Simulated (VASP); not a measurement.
Data:

```
CELL_PARAMETERS angstrom
      0.00000     2.59073     2.59073
      2.59073     0.00000     2.59073
      2.59073     2.59073     0.00000
ATOMIC_POSITIONS crystal
  Be 0.00000 0.00000 0.00000
  Se 0.25000 0.25000 0.25000
```

Computed with HSE06 screened hybrid with spin-orbit coupling, VASP's PBE PAW potentials (set 64) (plane waves; VASP 6.6.1). Settings: 350 eV cut-off, 6×6×6 Γ-centred mesh, Gaussian smearing of 0.050 eV, potentials Be Se.

**Question.** What does the run give for the energy per atom (σ→0), band gap (over the mesh, the named points and PBE's band edges) with the smallest direct gap where there is one?

**Answer.** 
| Item | Result |
|---|---|
| band gap (over the mesh, the named points and PBE's band edges) | 3.39 eV |
| smallest direct gap (over the mesh, the named points and PBE's band edges) | 5.15 eV |
| energy per atom (σ→0) | -5.077 eV/atom |

Only differences to runs with the same potentials and settings are physical.

The compound is BeSe in the zinc blende structure. It was relaxed first.
